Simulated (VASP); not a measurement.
Consider the following.

```xyz
2
Lattice="0.0000 3.3659 3.3659 3.3659 0.0000 3.3659 3.3659 3.3659 0.0000" Properties=species:S:1:pos:R:3 pbc="T T T"
Hg     0.0000     0.0000     0.0000
Te     1.6830     1.6830     1.6830
```

Computed with revPBE GGA, VASP's PBE PAW potentials (set 64) (plane waves; VASP). Settings: 520 eV cut-off, 9×9×9 Γ-centred mesh, first-order Methfessel-Paxton smearing of 0.10 eV, potentials Hg Te.

**Question.** Give the energy at these volumes per atom, relative to the lowest: 35.81, 36.96, 38.10, 39.24, 40.38 Å³.

**Answer.** 14.9, 3.6, 0.0, 2.8, 10.9 meV/atom. A third-order Birch-Murnaghan fit gives B0 = 29.7 GPa and B0′ = 5.3.

Measured: bulk modulus 42.3 GPa (computed value off by -29.8 %), as given by Cormac Toher et al., Physical Review Materials (2017), arXiv:1611.05714; a 6.460 Å (computed value off by +4.2 %), as given by R. J. Cava et al., Journal of Materials Chemistry C (2013), arXiv:1302.1059. The calculation is for a static lattice, while the measured bulk modulus, a hold thermal and zero-point effects, which are part of the difference.

The compound is HgTe in the zinc blende structure. It was relaxed first, which changed the volume by +13 %.
